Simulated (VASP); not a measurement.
Consider the following.

```xyz
2
Lattice="0.0000 2.2672 2.2672 2.2672 0.0000 2.2672 2.2672 2.2672 0.0000" Properties=species:S:1:pos:R:3 pbc="T T T"
Hf     0.0000     0.0000     0.0000
N      2.2672     2.2672     2.2672
```

Level of theory: PBE GGA, VASP's PBE PAW potentials (set 64) (plane waves; VASP). Settings: 600 eV cut-off, 14×14×14 Γ-centred mesh, first-order Methfessel-Paxton smearing of 0.10 eV, potentials Hf_pv N.

Unless said otherwise, spin-orbit coupling is left out, though it shifts the bands of the heavy elements here.

Q: What does the run give for the energy per atom (σ→0), band gap (on the k-mesh) with the smallest direct gap where there is one?

A: 
```yaml
band gap (on the k-mesh): none (metal, semimetal or under 0.01 eV)
energy per atom (σ→0): -10.878 eV/atom
```

The absolute energy has meaning only against runs of the same code, potentials and settings.

The compound is HfN in the rock salt structure. It was relaxed first. The electron count is odd and the run is not spin-polarised, which forces a metal.
